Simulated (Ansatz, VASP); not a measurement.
# HfGe (h-BN type (invented)) in two plane-wave programs

Wanted: the spread between two codes on one cell, functional and k mesh. The cell is generated by rule, not measured, and may not be a known phase. Of the first pair: The two relaxations start from unlike cells of this crystal (the structure described is Ansatz's start), so only their ends are compared.

Program: Ansatz 0.2.0. Level of theory: plane waves, with VASP 6.6.1 beside it; relaxation of cell and atoms at LDA. Results are calculated unless marked as measured.

## 1. The structure

It takes space group P6_3/mmc (No. 194, hexagonal). The conventional cell has a = 4.903 Å, b = 4.903 Å, c = 8.940 Å, α = 90.00°, β = 90.00°, γ = 120.00°. Nearest to Hf lie 3 Ge at 2.83 Å. Nearest to Ge lie 3 Hf at 2.83 Å. Farther neighbours are not listed.

Coordinates:

```cif
data_structure
_symmetry_space_group_name_H-M 'P6_3/mmc'
_symmetry_Int_Tables_number 194
_cell_length_a 4.9034
_cell_length_b 4.9034
_cell_length_c 8.9400
_cell_angle_alpha 90.000
_cell_angle_beta 90.000
_cell_angle_gamma 120.000
_cell_volume 186.15
loop_
_atom_site_label
_atom_site_type_symbol
_atom_site_symmetry_multiplicity
_atom_site_Wyckoff_symbol
_atom_site_fract_x
_atom_site_fract_y
_atom_site_fract_z
_atom_site_occupancy
Hf1 Hf 2 c 0.33333 0.66667 0.25000 1
Ge1 Ge 2 d 0.66667 0.33333 0.25000 1
```

## 2. VASP: relaxation of cell and atoms, LDA, pair 1

The relaxed volume is the usual yardstick between codes: in a stiff, nearly cubic crystal its relative difference is about their pressure difference at one cell divided by the bulk modulus.

Lines of VASP's logs that name or quote its potential files are left out, and so is its time.

INCAR

```
SYSTEM = HfGe
PREC = Accurate
ENCUT = 500
EDIFF = 1E-07
NELM = 120
ISMEAR = 0
SIGMA = 0.1
LREAL = .FALSE.
ALGO = Normal
GGA = PW92
NBANDS = 30
LASPH = .TRUE.
LORBIT = 11
LWAVE = .FALSE.
LCHARG = .FALSE.
ISIF = 3
IBRION = 2
NSW = 80
EDIFFG = -0.005
GGA_COMPAT = .FALSE.
NELMIN = 4
KPAR = 2
```

POSCAR

```
HfGe
1.0
    4.5242624676      0.0000000000      0.0000000000
   -2.2621312338      3.9181263192      0.0000000000
    0.0000000000      0.0000000000      5.2254913642
Hf Ge
2 2
Direct
    0.3333332156      0.6666666667      0.2500000000
    0.6666665490      0.3333333333      0.7500000000
    0.6666665490      0.3333333333      0.2500000000
    0.3333332156      0.6666666667      0.7500000000
```

KPOINTS

```
Automatic mesh
0
Gamma
6 6 2
0 0 0
```

Potentials, in the order of the species: Hf_pv and Ge_d (LDA family, release 64).

Started as:

```bash
> mpirun -np 2 vasp_std
```

Numbers of over 12 decimals in the logs are rounded to 6 here.

Log:

```text
[banner, memory and clock lines left out]
running    2 mpi-ranks, on    1 nodes
 distrk:  each k-point on    1 cores,    2 groups
 distr:  one band on    1 cores,    1 groups

 POSCAR found type information on POSCAR HfGe
 POSCAR found :  2 types and       4 ions
|                                                                             |
|               ----> ADVICE to this user running VASP <----                  |
|                                                                             |
|     You enforced a specific xc type in the INCAR file but a different       |
|     [... a line on the potential file left out ...]
|     I HOPE YOU KNOW WHAT YOU ARE DOING!                                     |
|                                                                             |

 LDA part: xc-table for (Slater(with rela. corr.)+PW92), standard interpolation
 POSCAR, INCAR and KPOINTS ok, starting setup
 FFT: planning ... GRIDC
 FFT: planning ... GRID_SOFT
 FFT: planning ... GRID
 WAVECAR not read
 entering main loop
       N       E                     dE             d eps       ncg     rms          rms(c)
DAV:   1     0.429708344511E+03    0.42971E+03   -0.23989E+04   978   0.328E+03
DAV:   2     0.317847531590E+02   -0.39792E+03   -0.38389E+03   840   0.754E+02
DAV:   3    -0.314876485949E+02   -0.63272E+02   -0.61168E+02  1006   0.178E+02
DAV:   4    -0.347535441468E+02   -0.32659E+01   -0.32261E+01   998   0.437E+01
DAV:   5    -0.348729181347E+02   -0.11937E+00   -0.11925E+00  1024   0.856E+00    0.645E+01
DAV:   6    -0.329200845998E+02    0.19528E+01   -0.44878E+00  1184   0.134E+01    0.382E+01
DAV:   7    -0.327402088603E+02    0.17988E+00   -0.23482E+00   958   0.834E+00    0.597E+00
DAV:   8    -0.326735594548E+02    0.66649E-01   -0.53410E-01  1094   0.432E+00    0.185E+00
DAV:   9    -0.326714920196E+02    0.20674E-02   -0.27677E-02  1080   0.201E+00    0.176E-01
DAV:  10    -0.326715475772E+02   -0.55558E-04   -0.22877E-03  1066   0.464E-01    0.215E-01
DAV:  11    -0.326715081606E+02    0.39417E-04   -0.69465E-04  1130   0.261E-01    0.121E-01
DAV:  12    -0.326714968892E+02    0.11271E-04   -0.58942E-05  1188   0.468E-02    0.104E-02
DAV:  13    -0.326714972271E+02   -0.33795E-06   -0.64023E-06  1118   0.143E-02    0.112E-02
DAV:  14    -0.326714971322E+02    0.94912E-07   -0.57472E-07   912   0.486E-03
   1 F= -.32671497E+02 E0= -.32664618E+02  d E =-.326715E+02
 curvature:   0.00 expect dE= 0.000E+00 dE for cont linesearch  0.000E+00
 trial: gam= 0.00000 g(F)=  0.111E-40 g(S)=  0.177E-04 ort = 0.000E+00 (trialstep = 0.100E+01)
 search vector abs. value=  0.177E-04
 bond charge predicted
       N       E                     dE             d eps       ncg     rms          rms(c)
DAV:   1    -0.326717474584E+02   -0.25023E-03   -0.43213E-03  1084   0.788E-01    0.179E-01
DAV:   2    -0.326715590376E+02    0.18842E-03   -0.36997E-04  1056   0.219E-01    0.503E-02
DAV:   3    -0.326715080646E+02    0.50973E-04   -0.59291E-05  1096   0.736E-02    0.214E-02
DAV:   4    -0.326714948043E+02    0.13260E-04   -0.12320E-05  1116   0.261E-02    0.144E-02
DAV:   5    -0.326714932604E+02    0.15439E-05   -0.11909E-06   964   0.905E-03    0.436E-03
DAV:   6    -0.326714932603E+02    0.12369E-09   -0.99620E-08   566   0.320E-03
   2 F= -.32671493E+02 E0= -.32664621E+02  d E =0.387198E-05
 trial-energy change:    0.000004  1 .order    0.000000   -0.000018    0.000019
 step:   0.3572(harm=  0.4885)  dis= 0.00000  next Energy=   -32.671500 (dE=-0.301E-05)
 bond charge predicted
       N       E                     dE             d eps       ncg     rms          rms(c)
DAV:   1    -0.326716050869E+02   -0.11183E-03   -0.17864E-03  1078   0.508E-01    0.115E-01
DAV:   2    -0.326715274217E+02    0.77665E-04   -0.15230E-04  1056   0.140E-01    0.322E-02
DAV:   3    -0.326715063343E+02    0.21087E-04   -0.24404E-05  1096   0.473E-02    0.137E-02
DAV:   4    -0.326715008245E+02    0.55098E-05   -0.50824E-06  1110   0.168E-02    0.926E-03
DAV:   5    -0.326715001791E+02    0.64540E-06   -0.48148E-07   822   0.586E-03    0.281E-03
DAV:   6    -0.326715001800E+02   -0.90222E-09   -0.47603E-08   522   0.207E-03
   3 F= -.32671500E+02 E0= -.32664624E+02  d E =-.304775E-05
 curvature:  -0.23 expect dE=-0.301E-07 dE for cont linesearch -0.356E-08
 trial: gam=-0.02225 g(F)=  0.547E-41 g(S)=  0.132E-06 ort = 0.526E-06 (trialstep = 0.871E+00)
 search vector abs. value=  0.117E-06
 reached required accuracy - stopping structural energy minimisation
```

Parts of OUTCAR (step 2):

```text
ion  position               nearest neighbor table
   1  0.333  0.667  0.250-   3 2.61   3 2.61   3 2.61   4 2.61   4 2.61   2 3.69   2 3.69   2 3.69
                             2 3.69   2 3.69   2 3.69
   2  0.667  0.333  0.750-   4 2.61   4 2.61   4 2.61   3 2.61   3 2.61   1 3.69   1 3.69   1 3.69
                             1 3.69   1 3.69   1 3.69
   3  0.667  0.333  0.250-   1 2.61   1 2.61   1 2.61   2 2.61   2 2.61
   4  0.333  0.667  0.750-   2 2.61   2 2.61   2 2.61   1 2.61   1 2.61

  LATTYP: Found a hexagonal cell.
 ALAT       =     4.5242624676
 C/A-ratio  =     1.1549929744

 Subroutine GETGRP returns: Found 24 space group operations
 (whereof 12 operations were pure point group operations)

The static configuration has the point symmetry D_3d.
 The point group associated with its full space group is D_6h.

 Found     14 irreducible k-points:

   k-points           NKPTS =     14   k-points in BZ     NKDIM =     14   number of bands    NBANDS=     30

   dimension x,y,z NGX =    36 NGY =   36 NGZ =   40
   dimension x,y,z NGXF=    72 NGYF=   72 NGZF=   80

   ENCUT  =  500.0 eV  36.75 Ry    6.06 a.u.   8.25  8.25  9.53*2*pi/ulx,y,z

   NELECT =      48.0000    total number of electrons

 k-points in reciprocal lattice and weights: Automatic mesh
   0.00000000  0.00000000  0.00000000       0.014
   0.16666667  0.00000000  0.00000000       0.083
   0.33333333  0.00000000  0.00000000       0.083
   0.50000000  0.00000000  0.00000000       0.042
   0.16666667  0.16666667  0.00000000       0.083
   0.33333333  0.16666667  0.00000000       0.167
   0.33333333  0.33333333  0.00000000       0.028
   0.00000000  0.00000000  0.50000000       0.014
   0.16666667  0.00000000  0.50000000       0.083
[...]
0.33333333  0.16666667  0.50000000       0.167
   0.33333333  0.33333333  0.50000000       0.028

 average (electrostatic) potential at core
       1 -38.7303       2 -38.7303       3 -74.9739       4 -74.9739

 E-fermi :   3.7870

 k-point     1 :       0.0000    0.0000    0.0000
  band No.  band energies     occupation
    ...
     19       1.8897      2.00000
     20       1.9728      2.00000
     21       1.9728      2.00000
     22       2.2228      2.00000
     23       2.2228      2.00000
     24       4.3055      0.00000
     25       4.3055      0.00000
     26       5.3548      0.00000
     27       6.7846      0.00000
     28       6.7846      0.00000
    ...

 k-point     2 :       0.1667    0.0000    0.0000
  band No.  band energies     occupation
    ...
     20       1.9210      2.00000
     21       2.0228      2.00000
     22       2.0500      2.00000
     23       2.6092      2.00000
     24       3.8303      0.53963
     25       4.1150      0.00000
     26       5.7947      0.00000
     27       6.9495      0.00000
     28       7.0529      0.00000
     29       7.2471      0.00000
    ...

 k-point     3 :       0.3333    0.0000    0.0000
  band No.  band energies     occupation
    ...
     21       2.0710      2.00000
     22       2.3462      2.00000
     23       3.0530      2.00000
     24       3.5313      1.99970
     25       3.8137      0.70509
     26       5.5902      0.00000
     27       6.5687      0.00000
     28       7.0137      0.00000
     29       7.2481      0.00000
     30       7.5052      0.00000

  Total       -0.0020452     -0.0020452      0.0016016     -0.0000000      0.0000000      0.0000000
  in kB       -0.0353851     -0.0353851      0.0277093     -0.0000000      0.0000000      0.0000000
  external PRESSURE =      -0.0143536 kB  Pullay stress =       0.0000000 kB

  energy-cutoff  :      500.00
  volume of cell :       92.60
      direct lattice vectors                 reciprocal lattice vectors
     4.523863270  0.000000000  0.000000000     0.221050005  0.127623277  0.000000000
    -2.261931635  3.917780604 -0.000000000    -0.000000000  0.255246554  0.000000000
     0.000000000  0.000000000  5.224926684    -0.000000000  0.000000000  0.191390245

 POSITION                                       TOTAL-FORCE (eV/Angst)
 -----------------------------------------------------------------------------------
     -0.00000      2.61185      1.30623         0.000000      0.000000      0.000000
      2.26193      1.30593      3.91870        -0.000000      0.000000     -0.000000
      2.26193      1.30593      1.30623        -0.000000     -0.000000      0.000000
     -0.00000      2.61185      3.91870         0.000000      0.000000      0.000000
 -----------------------------------------------------------------------------------
    total drift:                                0.000928     -0.000006     -0.000000

  FREE ENERGIE OF THE ION-ELECTRON SYSTEM (eV)
  ---------------------------------------------------
  free  energy   TOTEN  =       -32.6715001800 eV

  energy  without entropy=      -32.6577469692  energy(sigma->0) =      -32.66462357

 reached required accuracy - stopping structural energy minimisation

 total charge
# of ion       s       p       d       tot
------------------------------------------
    1        0.320   6.400   1.654   8.374
    2        0.320   6.400   1.654   8.374
    3        1.170   1.480  10.001  12.652
    4        1.170   1.480  10.001  12.652
--------------------------------------------------
tot          2.981  15.760  23.311  42.052

[... 3 further parts left out ...]
```

CONTCAR:

```
HfGe
   1.00000000000000
     4.5238632700458847    0.0000000000000000    0.0000000000000000
    -2.2619316350229424    3.9177806039534833   -0.0000000000000000
     0.0000000000000000    0.0000000000000000    5.2249266835072987
  Hf              Ge
     2     2
Direct
     0.3333332155999997    0.6666666667000030    0.2500000000000000
     0.6666665489999986    0.3333333332999970    0.7500000000000000
     0.6666665489999986    0.3333333332999970    0.2500000000000000
     0.3333332155999997    0.6666666667000030    0.7500000000000000
```

Harder data sets than Hf_pv exist (the GW ones), and pressures, volumes and forces can shift noticeably with them.

## 3. Ansatz: relaxation of cell and atoms, LDA, pair 1

Ansatz runs on its default PAW (the set named soft_2) files.

Its own start cell and the same functional (in two slightly different forms), mesh and smearing now go to Ansatz, which takes its cutoff from its data sets.

input.yaml

```yaml
crystal:
  lattice:
    - [4.903438, 0.0, 0.0]
    - [-2.451719, 4.246502, 0.0]
    - [0.0, 0.0, 8.94]
  atoms:
    - { symbol: Hf, position: [0.333333, 0.666667, 0.25] }
    - { symbol: Hf, position: [0.666667, 0.333333, 0.75] }
    - { symbol: Ge, position: [0.666667, 0.333333, 0.25] }
    - { symbol: Ge, position: [0.333333, 0.666667, 0.75] }
kpoints:
  mp_grid: { grid: [6, 6, 2] }
hamiltonian:
  xc: lda
scf:
  occupations: { method: gaussian, width: 0.1 }
output:
  forces: true
  stress: true
  eigenvalues: true
relax:
  adjacent_minimum: "off"
  f_tol: 0.05
  max_steps: 80
  cell: { stress_tol: 0.5 }
```

Started as:

```bash
> ansatz run input.yaml --threads 2 --pin off --max-ram 5120MiB --backend cpu --events-out ev --progress --plain --runs-dir out
```

Log:

```text
Warning: the atoms were moved onto the symmetric positions of the space group found under crystal.symmetry.tolerance 1.0e-5 (fractional; no operation is sought that the atoms, as they stand in a round, miss by more than twice it, and no atom is moved by as much as it), and the run uses the moved positions. Before a round's move an operation carried an atom to 4.90e-6 Å from where it should land, the largest such dist [...]
The last accepted step is kept in <dir> (removed where the run ends without a failure and the disk answers)
Engine: ansatz 0.2.0, x86_64-unknown-linux-gnu
Pseudopotentials: kind: paw
Pseudopotential: Hf, paw, valence charge 26, recommended cutoff 420 eV (normal), Hf.paw.azcp
Pseudopotential: Ge, paw, valence charge 14, recommended cutoff 420 eV (normal), Ge.paw.azcp
Functional definition: SPW92
  exchange = slater_x
  correlation = pw_c
Crystal: 4 atoms, lattice volume = 186.153 Å³
Basis set: ecut = 420 eV, 3623 PW (Γ)
Bands: 48, of which v1, the nominal top of the filled ones, is band 40 counted from 1 (39 counted from 0)
Symmetry: 24 space group operations
Space group: P63/mmc (ITA 194), of the structure as read, at distance tolerance 5.7e-5 Å
k-points: 14 of 72
Non-local potential: Hf, projectors of the file, l = 0: 3, l = 1: 2, l = 2: 2, l = 3: 3
Non-local potential: Ge, projectors of the file, l = 0: 2, l = 1: 2, l = 2: 3, l = 3: 1
PAW form: soft (Blöchl's): semilocal exchange-correlation on the pseudo side does not see the compensation charge
PAW frozen core: Hf, regenerated for the run's functional, and the local potential with it (the file was generated under x = pbe(κ = 0.804, μ = 0.219515), c = pbe(β = 0.066725))
PAW frozen core: Ge, regenerated for the run's functional, and the local potential with it (the file was generated under x = pbe(κ = 0.804, μ = 0.219515), c = pbe(β = 0.066725))
PAW one-centre angular grid: Hf, 590 points (default); XC on 64 Gauss nodes
PAW one-centre angular grid: Ge, 590 points (default); XC on 64 Gauss nodes
Initial density: superposition of atomic densities (neutral atoms: chi_scale 0, normalization atom), corrected by the library's trained network
Initial wavefunctions: pseudopotential atomic-orbital guess
[...]
SCF iter   4: F=—  HF=-39385.996992 eV  |F-HF|=—  |Δ(HF+E_count)|=   7.32e-4  Δρ=5.59e-4  dr2=2.12e-4  ethr=9.05e-7  ⟨swp⟩=3.0  Hψ=1731  notcnv=0  defer=1
SCF iter   5: F=—  HF=-39385.996782 eV  |F-HF|=—  |Δ(HF+E_count)|=   2.11e-4  Δρ=2.24e-4  dr2=2.93e-5  ethr=2.65e-7  ⟨swp⟩=3.0  Hψ=1634  notcnv=0  defer=1
SCF iter   6: F=—  HF=-39385.996760 eV  |F-HF|=—  |Δ(HF+E_count)|=   2.17e-5  Δρ=7.83e-5  dr2=5.99e-6  ethr=3.66e-8  ⟨swp⟩=2.8  Hψ=1373  notcnv=0  defer=1
SCF iter   7: F=-39385.996758 eV  HF=-39385.996759 eV  |F-HF|=1.14e-7  |Δ(HF+E_count)|=   1.43e-6  Δρ=2.26e-5  dr2=3.37e-7  ethr=5.00e-10  ⟨swp⟩=10.2  Hψ=5374  notcnv=0
SCF 10 converged in 7 iterations: F = -39385.996758 eV  dr2 = 3.37e-7
relax step  10: F+E_penalty+E_count = -39385.99675845 eV  Δ(F+E_penalty+E_count) = -2.998e-1 eV  max|allowed force component| = 1.110e-16 eV/Å  Δτ_max = 0.0000 Å  P = +4.011 GPa  Ω = 89.483 Å³  energy of the carried Pulay correction = +9.393e-3 eV  (7 SCF iters, dr2 threshold 4.00e-7 eV, accepted)
[...]
relax step  11: F+E_penalty+E_count = -39386.04433437 eV  Δ(F+E_penalty+E_count) = -4.758e-2 eV  max|allowed force component| = 2.660e-16 eV/Å  Δτ_max = 0.0000 Å  P = +0.082 GPa  Ω = 92.555 Å³  energy of the carried Pulay correction = +8.987e-3 eV  (6 SCF iters, dr2 threshold 4.00e-7 eV, accepted)
[...]
relax step  12: F+E_penalty+E_count = -39386.03935714 eV  Δ(F+E_penalty+E_count) = +4.977e-3 eV  max|allowed force component| = 2.868e-16 eV/Å  Δτ_max = 0.0000 Å  P = +0.072 GPa  Ω = 92.555 Å³  stress off target by 2.47e-1 GPa  SCF on the basis re-selected at this cell (its energy is not comparable with the rows above)  (6 SCF iters)
basis re-selected at this cell: Δ(F+E_penalty+E_count) = +4.977e-3 eV, ΔP = -0.010 GPa vs the last step (what re-selecting the basis moved, of the pressure what is left beyond the Pulay correction that the steps carried, after the strain that the cell walked since its last selection, with what the two solves' SCF thresholds leave and, on support functions, any second-order correction that the steps lacked; it is no measure of the basis error at this ecutwfc). The dense FFT grid was sized anew with the basis: this SCF ran on 32×32×36 points, the steps before it on 36×36×60, so part of this shift can come from that change (see relax.cell in the input reference). [rest of the remark cut]
SCF converged after 6 iterations
Free energy (F): -39386.039357 eV
Harris-Foulkes:  -39386.039357 eV  (|F-HF|=2.18e-10)
Internal energy: -39386.025652 eV  (E = F + TS)
E sigma→0 (E₀):  -39386.032505 eV
Entropy (-TS):   -0.013705 eV (-3.426 meV/atom)
Fermi energy:    12.666182 eV
--- Per-component energies (eV) ---
  E_band       = -457.955629
  E_kinetic    = 1075.253916
  E_local      = -17220.452352  (includes V_loc(G=0)·N_el)
  E_nonlocal   = -1622.714409
  E_hartree    = 7887.544808
  E_xc         = -746.785495
  E_vxc        = -665.060815  (∫ρ·V_xc dr)
  E_paw        = -17251.672506  (= ΣΔE_a)
  E_vpaw       = 2199.925821  (= ΣTr[D̂ρ^β])
  E_aug_tail   = 0.000560  (compensation charges beyond the density's cutoff)
  E_ewald      = -11515.931312
  E_core_change = 8.731138  (= ΣΔE_core)
  E_smearing   = -0.013705  (= −TS)
  E_closure    = 0.000000  (closes the sum)
  Σ components = -39386.039357   (vs F -39386.039357, Δ=0.00e0)
--- Forces (eV/Å), atoms counted from 1 ---
  atom   1  Hf    -0.00000000     0.00000000    -0.00000000
  atom   2  Hf     0.00000000    -0.00000000     0.00000000
  atom   3  Ge     0.00000000    -0.00000000     0.00000000
  atom   4  Ge    -0.00000000     0.00000000    -0.00000000
  max |Σ_I F_I| component: 5.55e-17 eV/Å
--- Stress (GPa, compression-positive) ---
        0.232088       0.000000      -0.000000
        0.000000       0.232088       0.000000
       -0.000000       0.000000      -0.247403
  P = ⅓ Tr σ = 0.0723 GPa (0.723 kbar)
--- Band table (eV; the first three rows and the last of 14) ---
  k-point 0: bands = [... 36 lower, 10.8463, 11.1061, 11.1061, 13.1875, 13.1875, 14.2338, 15.6643, 15.6643, ... 4 higher]
  k-point 1: bands = [... 36 lower, 10.5450, 10.5450, 10.5450, 10.5450, 15.3896, 15.3896, 15.3896, 15.3896, ... 4 higher]
  k-point 2: bands = [... 36 lower, 10.9012, 10.9235, 11.4941, 12.7105, 12.9960, 14.6712, 15.8337, 15.9318, ... 4 higher]
  k-point 13: bands = [... 36 lower, 10.6610, 10.6610, 11.6754, 11.6754, 13.6415, 13.6415, 15.7451, 15.7451, ... 4 higher]
--- Relaxed structure (11 steps of the walk, 11 accepted, 1 SCFs on fresh bases) ---
  F+E_penalty+E_count = -39386.03935714 eV   max|allowed force component| = 2.868e-16 eV/Å   (the final SCF, on the basis selected at the relaxed cell)
  cell:  # Å, volume = 92.5546 Å³
    - [4.521173, 0, 0]
    - [-2.260586, 3.915450, 0]
    - [0, 0, 5.228358]
  atoms:
    - { symbol: Hf, position: [0.333333, 0.666667, 0.250000] }
    - { symbol: Hf, position: [0.666667, 0.333333, 0.750000] }
    - { symbol: Ge, position: [0.666667, 0.333333, 0.250000] }
    - { symbol: Ge, position: [0.333333, 0.666667, 0.750000] }
```

## 4. Side by side

Known differences besides the potentials themselves: the data sets hold 80 valence electrons in Ansatz (on its default PAW (the set named soft_2) files) and 48 in VASP; the cutoff is 420 eV in Ansatz and 500 eV in VASP; VASP's log shows a relativistic correction to its local exchange, Ansatz's none; Ansatz adds a Pulay correction to the stress that steers its cell, VASP none. Total energies have different zeros and are not compared.

Both answers:

| quantity | Ansatz | VASP | difference |
| --- | --- | --- | --- |
| volume (Å³) | 92.55 | 92.60 | -0.05 % |
| edge a after relaxation, in the typed setting (Å) | 4.521 | 4.524 | -0.06 % |
| edge c after relaxation, in the typed setting (Å) | 5.228 | 5.225 | +0.07 % |

(Part 1 of 2 ends here.)

[Lines on the potential files, build, host, timing and source positions are cut from VASP's logs without a mark.]

[Logs are printed without paths, hosts, clocks, repeated set-up lines and the standing remarks that a program may print on its own settings, such as how far it seeks lower states.]

[Hosts, paths, dates, database ids (printed as entryN), source tags and the programs' standing remarks are cut or masked in the printed files.]
